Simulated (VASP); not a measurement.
CoSi2 (fluorite): the bulk modulus from VASP (plane waves, PAW) at several levels of theory. Static lattice, third-order Birch-Murnaghan fit over five volumes.

```json
[
 {"level": "revPBE", "bulk modulus (GPa)": "174"},
 {"level": "PW91", "bulk modulus (GPa)": "177"},
 {"level": "PBE-D3 (zero damping)", "bulk modulus (GPa)": "189"},
 {"level": "optB86b-vdW", "bulk modulus (GPa)": "182"},
 {"level": "vdW-DF2", "bulk modulus (GPa)": "131"},
 {"level": "vdW-DF-cx", "bulk modulus (GPa)": "189"},
 {"level": "TPSS", "bulk modulus (GPa)": "193"},
 {"level": "MS2", "bulk modulus (GPa)": "193"}
]
```

The cell of the revPBE run:

```cif
data_CoSi2
_chemical_formula_sum 'Co1 Si2'
_space_group_name_H-M_alt 'P 1'
_space_group_IT_number 1
_cell_length_a 3.80235
_cell_length_b 3.80235
_cell_length_c 3.80235
_cell_angle_alpha 60.000
_cell_angle_beta 60.000
_cell_angle_gamma 60.000
loop_
_space_group_symop_operation_xyz
  'x, y, z'
loop_
_atom_site_label
_atom_site_type_symbol
_atom_site_fract_x
_atom_site_fract_y
_atom_site_fract_z
_atom_site_occupancy
Co1 Co 0.00000 0.00000 0.00000 1
Si1 Si 0.25000 0.25000 0.25000 1
Si2 Si 0.75000 0.75000 0.75000 1
```

Only levels that ran to the end are used. Left out are those held back, those with too coarse a band path, GW runs whose mesh misses a band edge, hybrids' fits of cells that aren't cubic and levels without matching references; a question may draw on a part of the rest.

The compound is CoSi2 in the fluorite structure.
